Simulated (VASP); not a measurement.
Data:

```yaml
crystal:
  lattice:
    - [2.24202, -3.88330, 0.00000]
    - [2.24202, 3.88330, 0.00000]
    - [0.00000, 0.00000, 7.32596]
  atoms:
    - { symbol: Ag, position: [0.66667, 0.33333, 0.50003] }
    - { symbol: Ag, position: [0.33333, 0.66667, 0.00003] }
    - { symbol: I, position: [0.66667, 0.33333, 0.87497] }
    - { symbol: I, position: [0.33333, 0.66667, 0.37497] }
```

Calculation: LDA (Ceperley-Alder, Perdew-Zunger), VASP's LDA PAW potentials (set 64) (plane waves; VASP). Settings: 400 eV cut-off, 7×7×4 Γ-centred mesh, tetrahedra with Blöchl corrections, potentials Ag I.

Question: Predict the energy per atom (σ→0).

Answer: 
- energy per atom (σ→0) = -295.4 kJ/mol-atom

Only differences to runs with the same potentials and settings are physical.

The compound is AgI in the wurtzite structure. It was relaxed first, which changed the volume by -7 %.
